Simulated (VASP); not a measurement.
Output of a VASP run:

OUTCAR:
```
 ion  position               nearest neighbor table
   1  0.333  0.667  0.250-   2 3.13   2 3.13   2 3.13   2 3.13   2 3.13   2 3.13
   2  0.667  0.333  0.750-   1 3.13   1 3.13   1 3.13   1 3.13   1 3.13   1 3.13
  LATTYP: Found a hexagonal cell.
 ALAT       =     3.1899999670
 C/A-ratio  =     1.5830721167
 Subroutine PRICEL returns:
 Original cell was already a primitive cell.
 Subroutine GETGRP returns: Found 24 space group operations
The static configuration has the point symmetry D_3d.
 The point group associated with its full space group is D_6h.
The dynamic configuration has the point symmetry D_3d.
 Subroutine INISYM returns: Found 24 space group operations
 Subroutine IBZKPT returns following result:
 Found     76 irreducible k-points:

 Following reciprocal coordinates:
            Coordinates               Weight
  0.000000  0.000000  0.000000      1.000000
  0.083333  0.000000  0.000000      6.000000
  0.166667  0.000000  0.000000      6.000000
  0.250000  0.000000  0.000000      6.000000
  0.333333  0.000000  0.000000      6.000000
  0.416667  0.000000  0.000000      6.000000
  0.500000  0.000000  0.000000      3.000000
  0.083333  0.083333  0.000000      6.000000
  0.166667  0.083333  0.000000     12.000000
  0.250000  0.083333  0.000000     12.000000
  0.333333  0.083333  0.000000     12.000000
  0.416667  0.083333  0.000000     12.000000
  0.166667  0.166667  0.000000      6.000000
  0.250000  0.166667  0.000000     12.000000
  0.333333  0.166667  0.000000     12.000000
  0.416667  0.166667  0.000000      6.000000
  0.250000  0.250000  0.000000      6.000000
  0.333333  0.250000  0.000000     12.000000
  0.333333  0.333333  0.000000      2.000000
  0.000000  0.000000  0.142857      2.000000
  0.083333  0.000000  0.142857     12.000000
  0.166667  0.000000  0.142857     12.000000
  0.250000  0.000000  0.142857     12.000000
  0.333333  0.000000  0.142857     12.000000
  0.416667  0.000000  0.142857     12.000000
  0.500000  0.000000  0.142857      6.000000
  0.083333  0.083333  0.142857     12.000000
  0.166667  0.083333  0.142857     24.000000
  0.250000  0.083333  0.142857     24.000000
  0.333333  0.083333  0.142857     24.000000
  0.416667  0.083333  0.142857     24.000000
  0.166667  0.166667  0.142857     12.000000
  0.250000  0.166667  0.142857     24.000000
  0.333333  0.166667  0.142857     24.000000
  0.416667  0.166667  0.142857     12.000000
  0.250000  0.250000  0.142857     12.000000
  0.333333  0.250000  0.142857     24.000000
  0.333333  0.333333  0.142857      4.000000
  0.000000  0.000000  0.285714      2.000000
  0.083333  0.000000  0.285714     12.000000
   k-points           NKPTS =     76   k-points in BZ     NKDIM =     76   number of bands    NBANDS=     14
   number of dos      NEDOS =    301   number of ions     NIONS =      2
   total plane-waves  NPLWV =  12800
   dimension x,y,z NGX =    20 NGY =   20 NGZ =   32
   dimension x,y,z NGXF=    40 NGYF=   40 NGZF=   64
   ions per type =               2
   PREC   = accura    normal or accurate (medium, high low for compatibility)
   ISTART =      0    job   : 0-new  1-cont  2-samecut
   ICHARG =      2    charge: 1-file 2-atom 10-const
   ISPIN  =      1    spin polarized calculation?
   LNONCOLLINEAR =      F non collinear calculations
   LSORBIT =      F    spin-orbit coupling
   INIWAV =      1    electr: 0-lowe 1-rand  2-diag
   ENCUT  =  375.0 eV  27.56 Ry    5.25 a.u.   5.04  5.04  7.97*2*pi/ulx,y,z
   NELM   =    100;   NELMIN=  2; NELMDL= -5     # of ELM steps
   EDIFF  = 0.1E-05   stopping-criterion for ELM
   LREAL  =      F    real-space projection
   NLSPLINE    = F    spline interpolate recip. space projectors
   LMAXMIX     =    6 max onsite mixed and CHGCAR
   VOSKOWN=      0    Vosko Wilk Nusair interpolation
   EDIFFG = 0.1E-04   stopping-criterion for IOM
   NSW    =      0    number of steps for IOM
...
```

### OSZICAR
```
       N       E                     dE             d eps       ncg     rms          rms(c)
DAV:   1     0.392547795809E+02    0.39255E+02   -0.10065E+04  2168   0.106E+03
DAV:   2    -0.188367527337E+02   -0.58092E+02   -0.57158E+02  2662   0.234E+02
DAV:   3    -0.205410437385E+02   -0.17043E+01   -0.16759E+01  2860   0.281E+01
DAV:   4    -0.205571863504E+02   -0.16143E-01   -0.16129E-01  2424   0.341E+00
DAV:   5    -0.205574627297E+02   -0.27638E-03   -0.27634E-03  2998   0.350E-01    0.657E+01
DAV:   6    -0.200376313478E+02    0.51983E+00   -0.49815E-01  2254   0.545E+00    0.388E+01
DAV:   7    -0.198554966763E+02    0.18213E+00   -0.83518E-01  2304   0.675E+00    0.198E+00
DAV:   8    -0.198458877704E+02    0.96089E-02   -0.54796E-02  2362   0.179E+00    0.201E-01
DAV:   9    -0.198459910718E+02   -0.10330E-03   -0.11463E-03  2980   0.270E-01    0.204E-01
DAV:  10    -0.198459806838E+02    0.10388E-04   -0.73140E-05  2450   0.688E-02    0.331E-01
DAV:  11    -0.198459810979E+02   -0.41406E-06   -0.11450E-05  2698   0.270E-02    0.170E-02
DAV:  12    -0.198459815274E+02   -0.42953E-06   -0.75538E-07  1676   0.728E-03
   1 F= -.19845982E+02 E0= -.19845942E+02  d E =-.119583E-03
```

### OUTCAR
```
------------------------ aborting loop because EDIFF is reached ----------------------------------------
  FORCE on cell =-STRESS in cart. coord.  units (eV):
  Direction    XX          YY          ZZ          XY          YZ          ZX
  --------------------------------------------------------------------------------------
  Total        0.2779027      0.2779027      0.2144626      0.0000000     -0.0000000      0.0000000
  in kB       10.0046065     10.0046062      7.7207376      0.0000000     -0.0000000      0.0000000
  external PRESSURE =       9.2433168 kB  Pullay stress =       0.0000000 kB
  volume of cell :       44.50
      direct lattice vectors                 reciprocal lattice vectors
     1.595000000 -2.762621000  0.000000000     0.313479624 -0.180987548  0.000000000
     1.595000000  2.762621000  0.000000000     0.313479624  0.180987548  0.000000000
     0.000000000  0.000000000  5.050000000     0.000000000  0.000000000  0.198019802
 POSITION                                       TOTAL-FORCE (eV/Angst)
 -----------------------------------------------------------------------------------
      1.59500      0.92088      1.26250         0.000000     -0.000000      0.000000
      1.59500     -0.92088      3.78750        -0.000000      0.000000      0.000000
 -----------------------------------------------------------------------------------
    total drift:                               -0.000005      0.000182     -0.000016
  FREE ENERGIE OF THE ION-ELECTRON SYSTEM (eV)
  ---------------------------------------------------
  free  energy   TOTEN  =       -19.8459815274 eV

  energy  without entropy=      -19.8458619441  energy(sigma->0) =      -19.84594167
```
(Selected blocks of OUTCAR.)

### POSCAR
```
Hf
1
    1.5950000000    -2.7626210000     0.0000000000
    1.5950000000     2.7626210000     0.0000000000
    0.0000000000     0.0000000000     5.0500000000
Hf
2
Direct
  0.3333330000   0.6666670000   0.2500000000
  0.6666670000   0.3333330000   0.7500000000
```

Q: Reconstruct the remaining input files.

A: This is not unique; one that fits is the input of the run itself, PBE GGA, plane waves, VASP's PBE PAW potentials (set 64).

File KPOINTS:
```
Automatic mesh
0
Gamma
12 12 7
0 0 0
```

### INCAR
```
SYSTEM = Hf
PREC = Accurate; ENCUT = 375; LREAL = .FALSE.
LASPH = .TRUE.
EDIFF = 1E-6; NELM = 100; ALGO = Normal
LMAXMIX = 6
ISMEAR = 1; SIGMA = 0.1
GGA = PE
ISIF = 2
LWAVE = .FALSE.; LCHARG = .FALSE.
```

POTCAR, in this order: Hf_pv (PBE.64 set). Program: vasp_std.

The compound is Hf in the hcp structure. The cell was not relaxed at this level. The run is one of a series of settings (ENCUT = 375 against the base run), some of them coarse on purpose.
